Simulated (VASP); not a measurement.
Set up this calculation in VASP 6.6.1, as the native input.

| Property | Result |
| --- | --- |
| Task | relaxation of cell and atoms |
| Functional | LDA |
| Potentials or basis | VASP PAW LDA potentials, release 64 (Sn_d, Se, Te) |
| Cutoff | 600 eV |
| k mesh | 6 × 6 × 6 |
| Occupations | gaussian, width 0.03 eV |
| Spin | no spin polarisation |
| Further INCAR settings | ALGO = Normal; EDIFF = 1e-06; IBRION = 2; EDIFFG = -0.01; NSW = 90; ISIF = 3 |

The structure of Sn8Te7Se lies in POSCAR:

```
Sn8Te7Se
1.0
   -6.2664875000      6.2664875000      0.0000000000
   -6.2664875000      0.0000000000      6.2664875000
    0.0000000000      6.2664875000      6.2664875000
Sn Se Te
8 1 7
Direct
    0.0000000000      0.0000000000      0.0000000000
    0.5000000000      0.0000000000      0.0000000000
    0.0000000000      0.5000000000      0.0000000000
    0.0000000000      0.0000000000      0.5000000000
    0.5000000000      0.5000000000      0.0000000000
    0.5000000000      0.0000000000      0.5000000000
    0.0000000000      0.5000000000      0.5000000000
    0.5000000000      0.5000000000      0.5000000000
    0.7500000000      0.7500000000      0.7500000000
    0.2500000000      0.7500000000      0.7500000000
    0.7500000000      0.2500000000      0.7500000000
    0.7500000000      0.7500000000      0.2500000000
    0.2500000000      0.2500000000      0.7500000000
    0.2500000000      0.7500000000      0.2500000000
    0.7500000000      0.2500000000      0.2500000000
    0.2500000000      0.2500000000      0.2500000000
```

The cell was built by a generator and needn't be a form met in nature.

One way to write it, as run:

INCAR

```
PREC     = Accurate       # precision mode
ENCUT    = 600            # plane-wave cutoff, eV
EDIFF    = 1E-6           # SCF threshold, eV
ISMEAR   = 0              # smearing method
SIGMA    = 0.03           # smearing width, eV
LREAL    = F              # projectors in reciprocal space
LASPH    = T              # aspherical terms in the spheres
NELM     = 80             # most SCF steps
ALGO     = Normal         # electronic algorithm
ISIF     = 3              # what is computed and relaxed
LWAVE    = F              # write WAVECAR
LCHARG   = F              # write CHGCAR
GGA      = CA             # functional
IBRION   = 2              # ionic algorithm
NSW      = 90             # ionic steps
EDIFFG   = -0.01          # ionic threshold
KPAR     = 4
```

KPOINTS

```
Automatic mesh
0
Gamma
  6 6 6
```

Potentials or basis: VASP PAW LDA potentials, release 64 (Sn_d, Se, Te).

Launch:

```sh
$ cat potpaw_LDA.64/Sn_d/POTCAR potpaw_LDA.64/Se/POTCAR potpaw_LDA.64/Te/POTCAR > POTCAR
$ mpirun -np 4 vasp_std > vasp.out
```

It gave:

The relaxed volume is 29.77 Å³/atom, the relaxed cell is a = 8.766 Å, b = 8.766 Å, c = 8.766 Å, α = 60.00°, β = 60.00°, γ = 60.00° and the space group after relaxing (to 0.05 Å) is Fm-3m (No. 225). The energy gained by relaxing is 10.4 meV/atom. The ionic steps are 8, the pressure after relaxing is 0.0 GPa and the band gap on the k mesh is 0.09 eV, indirect (least direct gap 0.16 eV).

Caveat: spin-orbit coupling is left out, which moves the levels of the heavy elements.

Run time: 31 min on 4 MPI ranks on Intel(R) Xeon(R) Platinum 8488C (Sapphire Rapids), on a shared host, peak memory 1.1 GiB a rank.
